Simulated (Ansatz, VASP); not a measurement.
## CoO in two plane-wave programs

One calculation is typed for both programs; each brings its own data sets and cutoff. How far apart do they land? The cell is taken from a series of runs on this material, whose earlier steps may have relaxed or scaled it; both programs get it as it stands.

Program: Ansatz 0.2.0. Level of theory: plane waves, with VASP 6.6.1 beside it; single point at PBE, DFT+U. Results are calculated unless marked as measured.

### 1. The structure

Symmetry: Fm-3m, No. 225, cubic system. The conventional cell has a = 4.263 Å, b = 4.263 Å, c = 4.263 Å, α = 90.00°, β = 90.00°, γ = 90.00°. Co has 6 O at 2.13 Å nearest. Nearest to O lie 6 Co at 2.13 Å. Farther neighbours and most contacts between anions are not listed.

Coordinates:

```cif
data_structure
_symmetry_space_group_name_H-M 'P 1'
_symmetry_Int_Tables_number 1
_cell_length_a 3.0144
_cell_length_b 3.0144
_cell_length_c 6.0288
_cell_angle_alpha 60.000
_cell_angle_beta 60.000
_cell_angle_gamma 60.000
_cell_volume 38.74
loop_
_atom_site_label
_atom_site_type_symbol
_atom_site_fract_x
_atom_site_fract_y
_atom_site_fract_z
_atom_site_occupancy
Co1 Co 0.00000 0.00000 0.00000 1
Co2 Co 0.00000 0.00000 0.50000 1
O3 O 0.50000 0.50000 0.25000 1
O4 O 0.50000 0.50000 0.75000 1
```

### 2. Ansatz: single point, PBE, DFT+U

Ansatz runs on its default PAW (the set named soft_2) files.

A single point gives forces, pressure and levels at one fixed geometry, so differences don't come from the geometry; what else differs is listed under the comparison.

The input, input.yaml:

```yaml
crystal:
  lattice:
    - [0.0, 2.1315, 2.1315]
    - [2.1315, 0.0, 2.1315]
    - [4.263, 4.263, 0.0]
  atoms:
    - { symbol: Co, position: [0.0, 0.0, 0.0], spin: 3.0 }
    - { symbol: Co, position: [0.0, 0.0, 0.5], spin: -3.0 }
    - { symbol: O, position: [0.5, 0.5, 0.25] }
    - { symbol: O, position: [0.5, 0.5, 0.75] }
magnetization:
  spin_polarized: true
kpoints:
  mp_grid: { grid: [8, 8, 4] }
hamiltonian:
  xc: pbe
  hubbard: { sites: [{ species: Co, l: d, u_eff: 1.75 }] }
scf:
  occupations: { method: fermi_dirac, width: 0.05 }
  max_iter: 120
  convergence: { dr2_threshold: 1.0e-08 }
output:
  write_density: true
  write_potential: true
  elf: true
  volumetric_format: npy
```

On the command line:

```bash
$ ansatz run input.yaml --threads 2 --pin off --max-ram 5120MiB --backend cpu --events-out ev --progress --plain --runs-dir out
```

Numbers of over 12 decimals in the logs are rounded to 6 here.

The log of the run:

```text
Co: projections on atomic orbitals take those of the free atom [Ne] 3s2 3p6 3d7 4s2, of charge +0.00 (hamiltonian.pseudopotentials.projection_atoms); the dataset's partial waves leave at most 1.4e-6 of an orbital's norm unspanned inside its sphere
O: projections on atomic orbitals take those of the free atom [He] 2s2 2p4, of charge +0.00 (hamiltonian.pseudopotentials.projection_atoms); the dataset's partial waves leave at most 1.9e-8 of an orbital's norm unspanned inside its sphere
Engine: ansatz 0.2.0, x86_64-unknown-linux-gnu
Pseudopotentials: kind: paw
Pseudopotential: Co, paw, valence charge 17, recommended cutoff 420 eV (normal), Co.paw.azcp
Pseudopotential: O, paw, valence charge 6, recommended cutoff 420 eV (normal), O.paw.azcp
Functional definition: PBE
  parameter kappa = 0.804
  parameter beta = 0.066725
  exchange = pbe_x(kappa = kappa, mu = beta*pi^2/3)
  correlation = pbe_c(beta = beta)
Crystal: 4 atoms, lattice volume = 38.736 Å³
Basis set: ecut = 420 eV, 707 PW (Γ)
Bands: 32, of which v1, the nominal top of the filled ones, is band 23 counted from 1 (22 counted from 0)
Symmetry: 12 space group operations
Space group: R-3m (ITA 166), of the structure as read, at distance tolerance 3.4e-5 Å
Magnetic group: BNS 166.102 (UNI 1332), of the structure as read, at distance tolerance 3.4e-5 Å
k-points: 35 of 256
Non-local potential: Co, projectors of the file, l = 0: 3, l = 1: 2, l = 2: 3, l = 3: 1
Non-local potential: O, projectors of the file, l = 0: 2, l = 1: 2, l = 2: 1
PAW form: soft (Blöchl's): semilocal exchange-correlation on the pseudo side does not see the compensation charge
PAW one-centre angular grid: Co, 590 points (default); XC on 64 Gauss nodes
PAW one-centre angular grid: O, 110 points (default); XC on 64 Gauss nodes
Initial density: superposition of atomic densities (chi_scale 0.1, normalization cell, long waves kept (reshape's long-wave potential 0.00 eV rms))
Starting moments: Σ|m| = 6 μB on 2 of 4 sites
Starting magnetic order: antiferromagnet; a translation exchanges its spin sublattices: spin-degenerate at every k-point
Initial wavefunctions: pseudopotential atomic-orbital guess
Functional: x = pbe(κ = 0.804, μ = 0.219515), c = pbe(β = 0.066725)
the translation (0, 0, 0.5) carries every atom to within crystal.symmetry.tolerance of an atom of its element with the starting moment reversed, but both spin channels are solved: the dense FFT box has an odd point count along it
SCF iter   1: F=—  HF=-11386.543450 eV  |F-HF|=—  |Δ(HF+E_count)|=         —  Δρ=2.66e-1 (↑2.66e-1 ↓2.66e-1)  dr2=6.05e1  dr2_m=8.03e0  M=-0.000 μB ∫|m|=2.675 μB  β_m=0.30  ethr=3.10e-3  ⟨swp⟩=5.6  Hψ=8175  notcnv=0  defer=30
preconditioner: auto → Kerker (q_TF=auto, 2.808 Å⁻¹)  [metal: Δε(μ)=0.026 eV  Ē_g=12.788 eV  σ=0.050 eV  W_gap=0.13  n_scr=16 (ndim 8)  ℏωp=32.7 eV  f_vac=0.000  D(μ)=5.62/eV (n_scr^D=98)]
spin=Collinear: Kerker preconditioning applied to the charge; magnetization (m = ρ↑ − ρ↓) channel mixes plain (no charge-response kernel on spin).
SCF iter   2: F=—  HF=-11382.535649 eV  |F-HF|=—  |Δ(HF+E_count)|=    4.01e0  Δρ=8.13e-2 (↑8.13e-2 ↓8.13e-2)  dr2=3.15e0  dr2_m=7.27e-1  M=-0.000 μB ∫|m|=5.272 μB  β_m=1.00  ethr=3.10e-3  ⟨swp⟩=3.0  Hψ=5466  notcnv=0  defer=172
SCF iter   3: F=—  HF=-11382.118008 eV  |F-HF|=—  |Δ(HF+E_count)|=   4.18e-1  Δρ=3.42e-2 (↑3.42e-2 ↓3.42e-2)  dr2=7.16e-1  dr2_m=1.71e-3  M=-0.000 μB ∫|m|=5.257 μB  β_m=1.00  ethr=3.10e-3  ⟨swp⟩=3.0  Hψ=4494  notcnv=0  defer=110
SCF iter   4: F=—  HF=-11382.557292 eV  |F-HF|=—  |Δ(HF+E_count)|=   4.39e-1  Δρ=2.84e-2 (↑2.84e-2 ↓2.79e-2)  dr2=7.11e-1  dr2_m=4.43e-2  M=0.005 μB ∫|m|=5.052 μB  β_m=0.30  ethr=1.56e-3  ⟨swp⟩=2.9  Hψ=4336  notcnv=0  defer=114
Mixer restart at iter 4: flushing history
spin-set hold released at iteration 4 (site moments contracting): the magnetisation degrees of freedom join the quasi-Newton model from the next iteration; the mixer history was flushed
SCF iter   5: F=—  HF=-11382.553470 eV  |F-HF|=—  |Δ(HF+E_count)|=   3.82e-3  Δρ=1.17e-2 (↑1.17e-2 ↓1.05e-2)  dr2=3.28e-2  dr2_m=1.70e-2  M=-0.024 μB ∫|m|=5.242 μB  β_m=0.35  ethr=1.55e-3  ⟨swp⟩=2.6  Hψ=3667  notcnv=0  defer=240
SCF iter   6: F=—  HF=-11382.680535 eV  |F-HF|=—  |Δ(HF+E_count)|=   1.27e-1  Δρ=2.03e-2 (↑1.63e-2 ↓2.03e-2)  dr2=1.26e-1  dr2_m=5.57e-2  M=0.118 μB ∫|m|=5.273 μB  β_m=0.35  ethr=7.13e-5  ⟨swp⟩=2.0  Hψ=2450  notcnv=0  defer=240
SCF iter   7: F=—  HF=-11382.770722 eV  |F-HF|=—  |Δ(HF+E_count)|=   9.02e-2  Δρ=3.55e-2 (↑3.55e-2 ↓3.10e-2)  dr2=6.49e-1  dr2_m=1.83e-1  M=-0.322 μB ∫|m|=5.280 μB  β_m=0.28  ethr=7.13e-5  ⟨swp⟩=2.0  Hψ=2885  notcnv=0  defer=240  recentre
SCF iter   8: F=—  HF=-11382.804299 eV  |F-HF|=—  |Δ(HF+E_count)|=   3.36e-2  Δρ=2.52e-2 (↑2.52e-2 ↓2.50e-2)  dr2=1.09e-1  dr2_m=1.08e-1  M=-0.013 μB ∫|m|=5.277 μB  β_m=0.73  ethr=7.13e-5  ⟨swp⟩=2.0  Hψ=2945  notcnv=0  defer=243
[...]
SCF iter   8: F=-11383.563001 eV  HF=-11383.563001 eV  |F-HF|=2.09e-10  |Δ(HF+E_count)|=  1.82e-12  Δρ=6.25e-7 (↑6.25e-7 ↓4.81e-7)  dr2=2.62e-10  dr2_m=2.42e-11  M=0.000 μB ∫|m|=5.358 μB  ethr=1.00e-12  ⟨swp⟩=1.0  Hψ=14118  notcnv=0
SCF 3 converged in 8 iterations: F = -11383.563001 eV  dr2 = 2.62e-10
the translation (0, 0, 0.5) carries every atom to within crystal.symmetry.tolerance of an atom of its element with the starting moment reversed, but both spin channels are solved: the run starts from a saved state that isn't shown to keep it, or this solve from the single point that its walk made first
[...]
preconditioner: auto → none  [insulator: Δε(μ)=1.243 eV  Ē_g=12.775 eV  σ=0.050 eV  W_gap=1.00  n_scr=16 (ndim 8)  ℏωp=32.7 eV  f_vac=0.000  D(μ)=0.00/eV (n_scr^D=0)  ε∞_Penn≈7.5]
[...]
SCF 4 converged in 2 iterations: F = -11383.563001 eV  dr2 = 4.65e-11
the translation (0, 0, 0.5) carries every atom to within crystal.symmetry.tolerance of an atom of its element with the starting moment reversed, but both spin channels are solved: the run starts from a saved state that isn't shown to keep it, or this solve from the single point that its walk made first
[...]
this SCF's setup event announced max_iter 4: a cap that the engine derives, which gives way to 64 iterations because this look along open shells stands lower than the state that it set out from. From here on the SCF can send more iterations than it announced.
[...]
SCF iter   7: F=-11383.580881 eV  HF=-11383.580881 eV  |F-HF|=2.44e-10  |Δ(HF+E_count)|=  9.97e-10  Δρ=5.71e-7 (↑5.15e-7 ↓5.71e-7)  dr2=2.32e-10  dr2_m=1.27e-11  M=0.000 μB ∫|m|=5.357 μB  ethr=1.46e-11  ⟨swp⟩=1.0  Hψ=11958  notcnv=0
SCF iter   8: F=-11383.580881 eV  HF=-11383.580881 eV  |F-HF|=2.40e-10  |Δ(HF+E_count)|=  3.64e-12  Δρ=5.68e-7 (↑5.12e-7 ↓5.68e-7)  dr2=2.29e-10  dr2_m=1.28e-11  M=0.000 μB ∫|m|=5.357 μB  ethr=1.00e-12  ⟨swp⟩=1.0  Hψ=14191  notcnv=0
SCF 5 converged in 8 iterations: F = -11383.580881 eV  dr2 = 2.29e-10
the translation (0, 0, 0.5) carries every atom to within crystal.symmetry.tolerance of an atom of its element with the starting moment reversed, but both spin channels are solved: the run starts from a saved state that isn't shown to keep it, or this solve from the single point that its walk made first
iter 1 solved again at ethr=1.00e-12 eV; its pass at ethr=3.10e-3 eV (dr2=2.30e-10 eV) is discarded
SCF iter   1: F=—  HF=-11383.580881 eV  |F-HF|=—  |Δ(HF+E_count)|=         —  Δρ=5.68e-7 (↑5.12e-7 ↓5.68e-7)  dr2=2.29e-10  dr2_m=1.28e-11  M=0.000 μB ∫|m|=5.357 μB  β_m=0.30  ethr=1.00e-12  ⟨swp⟩=2.9  Hψ=20369  notcnv=0
preconditioner: auto → none  [insulator: Δε(μ)=1.253 eV  Ē_g=12.776 eV  σ=0.050 eV  W_gap=1.00  n_scr=16 (ndim 8)  ℏωp=32.7 eV  f_vac=0.000  D(μ)=0.00/eV (n_scr^D=0)  ε∞_Penn≈7.5]
SCF iter   2: F=-11383.580881 eV  HF=-11383.580881 eV  |F-HF|=7.09e-11  |Δ(HF+E_count)|=  4.37e-11  Δρ=3.05e-7 (↑3.05e-7 ↓2.82e-7)  dr2=9.68e-11  dr2_m=7.64e-12  M=-0.000 μB ∫|m|=5.357 μB  ethr=1.00e-12  ⟨swp⟩=2.0  Hψ=9167  notcnv=0
SCF 6 converged in 2 iterations: F = -11383.580881 eV  dr2 = 9.68e-11
Symmetry: 2 space group operations
k-points: 132 of 256
the translation (0, 0, 0.5) carries every atom to within crystal.symmetry.tolerance of an atom of its element with the starting moment reversed, but both spin channels are solved: the run starts from a saved state that isn't shown to keep it, or this solve from the single point that its walk made first
iter 1 solved again at ethr=1.00e-12 eV; its pass at ethr=2.17e-6 eV (dr2=1.15e-10 eV) is discarded
SCF iter   1: F=—  HF=-11383.580881 eV  |F-HF|=—  |Δ(HF+E_count)|=         —  Δρ=4.05e-7 (↑4.05e-7 ↓3.69e-7)  dr2=1.16e-10  dr2_m=1.12e-11  M=-0.000 μB ∫|m|=5.357 μB  ethr=1.00e-12  ⟨swp⟩=1.0  Hψ=38232  notcnv=0
SCF iter   2: F=—  HF=-11383.563931 eV  |F-HF|=—  |Δ(HF+E_count)|=   1.69e-2  Δρ=2.97e-3 (↑2.97e-3 ↓2.97e-3)  dr2=4.30e-3  dr2_m=8.17e-4  M=0.000 μB ∫|m|=5.350 μB  ethr=2.17e-6  ⟨swp⟩=4.7  Hψ=63052  notcnv=0
SCF iter   3: F=—  HF=-11383.580881 eV  |F-HF|=—  |Δ(HF+E_count)|=   1.69e-2  Δρ=8.68e-4 (↑8.68e-4 ↓8.65e-4)  dr2=7.63e-4  dr2_m=2.64e-5  M=-0.000 μB ∫|m|=5.361 μB  ethr=2.17e-6  ⟨swp⟩=5.0  Hψ=45612  notcnv=0
SCF iter   4: F=—  HF=-11383.580882 eV  |F-HF|=—  |Δ(HF+E_count)|=   1.30e-6  Δρ=1.52e-4 (↑1.52e-4 ↓1.51e-4)  dr2=2.18e-5  dr2_m=5.67e-7  M=-0.000 μB ∫|m|=5.358 μB  ethr=2.10e-6  ⟨swp⟩=4.0  Hψ=39533  notcnv=0
an SCF along what the orbitals of the run's state read of its open shells (or to have them read: on a GPU, or by another smearing), with 10 of the crystal's symmetry operations given up (132 k-points in place of 35), reached no lower state that the run goes on to. This is no proof of a minimum
SCF converged after 2 iterations
Stability not told: the lowest value that the SCF's own minimisation read on its close, 9.6e-2 (residual 1.4e-3), is positive but too near zero to vouch for directions that it does not look along: no lower mode is shown, and none is ruled out
Magnetization: -0.0000 μB (23.0000 up, 23.0000 down)
Absolute magnetization: 5.3543 μB (∫|ρ↑−ρ↓|, with the PAW one-centre terms)
Spin contamination: 2.8273 ħ² per cell (⟨S²⟩ above its minimum at these occupations)
Per-site moments (μB) at R_I (Å): [(2.468532, 0.87924375), (-2.468530, 0.87924375), (-4.561760106647552e-7, 0.87924375), (-4.5617601045441055e-7, 0.87924375)]
Free energy (F): -11383.580881 eV
Harris-Foulkes:  -11383.580881 eV  (|F-HF|=7.09e-11)
Internal energy: -11383.580881 eV  (E = F + TS)
E sigma→0 (E₀):  -11383.580881 eV
Entropy (-TS):   -0.000000 eV (-0.000 meV/atom)
Fermi energy:    13.923313 eV
--- Per-component energies (eV) ---
  E_band       = -621.366689
  E_kinetic    = 1235.072243
  E_local      = -6877.581077  (includes V_loc(G=0)·N_el)
  E_nonlocal   = 1030.184126
  E_hartree    = 2824.846208
  E_xc         = -457.514110
  E_vxc        = -587.903426  (∫ρ·V_xc dr)
  E_hubbard    = 0.736821  (on-site DFT+U / exact-exchange correction)
  E_vhub       = -11.406584  (the Hubbard potential's part of the band-sum identity)
  E_paw        = -3355.199983  (= ΣΔE_a)
  E_vpaw       = -1059.429396  (= ΣTr[D̂ρ^β])
  E_aug_tail   = 0.005023  (compensation charges beyond the density's cutoff)
  E_ewald      = -5784.130132
  E_smearing   = -0.000000  (= −TS)
  E_closure    = 0.000000  (closes the sum)
  Σ components = -11383.580881   (vs F -11383.580881, Δ=0.00e0)
--- Band table (eV; the first three rows and the last of 156) ---
  k-point 0 ↑: bands = [... 19 lower, 11.7140, 11.7140, 12.2921, 12.2921, 14.7034, 15.0624, 16.2375, 16.2375, ... 5 higher]
  k-point 1 ↑: bands = [... 19 lower, 12.1933, 12.1933, 12.4030, 12.4030, 14.6089, 16.0693, 16.0977, 16.0978, ... 5 higher]
  k-point 2 ↑: bands = [... 19 lower, 12.1514, 12.1514, 12.7902, 12.7902, 14.5032, 15.9437, 15.9437, 17.6354, ... 5 higher]
  k-point 77 ↓: bands = [... 19 lower, 11.7001, 12.0799, 12.7934, 12.9116, 14.9150, 15.6469, 16.3594, 20.5328, ... 5 higher]
Occupation matrices written to <dir>
```

(Part 1 of 2 ends here.)

[Lines on the potential files, build, host, timing and source positions are cut from VASP's logs without a mark.]

[Logs are printed without paths, hosts, clocks, repeated set-up lines and the standing remarks that a program may print on its own settings, such as how far it seeks lower states.]

[Hosts, paths, dates, database ids (printed as entryN), source tags and the programs' standing remarks are cut or masked in the printed files.]
